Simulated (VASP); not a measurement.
Data:

```
Ta
1.0
   -1.66197     1.66197     1.66197
    1.66197    -1.66197     1.66197
    1.66197     1.66197    -1.66197
Ta
1
Direct
  0.00000   0.00000   0.00000
```

Method: LDA (Ceperley-Alder, Perdew-Zunger), VASP's LDA PAW potentials (set 64) (plane waves; VASP 6.6.1). Settings: 520 eV cut-off, 16×16×16 Γ-centred mesh, first-order Methfessel-Paxton smearing of 0.10 eV, potentials Ta_pv.

Question: Give the stress tensor in GPa (positive for a compressed cell).

Answer: 
```
-11.65    0.00    0.00
  0.00  -11.65    0.00
  0.00    0.00  -11.65
```
The pressure is its mean diagonal, -11.65 GPa.

The compound is Ta in the bcc structure. This cell is one point of a volume scan, at 1.06 of the reference volume.
